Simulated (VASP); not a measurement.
Given:

```
CELL_PARAMETERS angstrom
      0.00000     2.64907     2.64907
      2.64907     0.00000     2.64907
      2.64907     2.64907     0.00000
ATOMIC_POSITIONS crystal
  Yb 0.00000 0.00000 0.00000
```

Computed with PBE GGA with D3 dispersion (zero damping), VASP's PBE PAW potentials (set 64) (plane waves; VASP). Run with 520 eV cut-off, Gaussian smearing of 0.050 eV, potentials Yb_2.

The 4f electrons are frozen in the core of the lanthanide potential, so 4f levels, which can set the real gap, and their magnetism are missing.

Question: Estimate the band gap (along the path) with the smallest direct gap where there is one.

Answer: 
The band gap (along the path) comes out as 0.03 eV. The smallest direct gap (along the path) is 0.07 eV.

The absolute energy has meaning only against runs of the same code, potentials and settings.

The compound is Yb in the fcc structure. It was relaxed first, which changed the volume by -10 %.
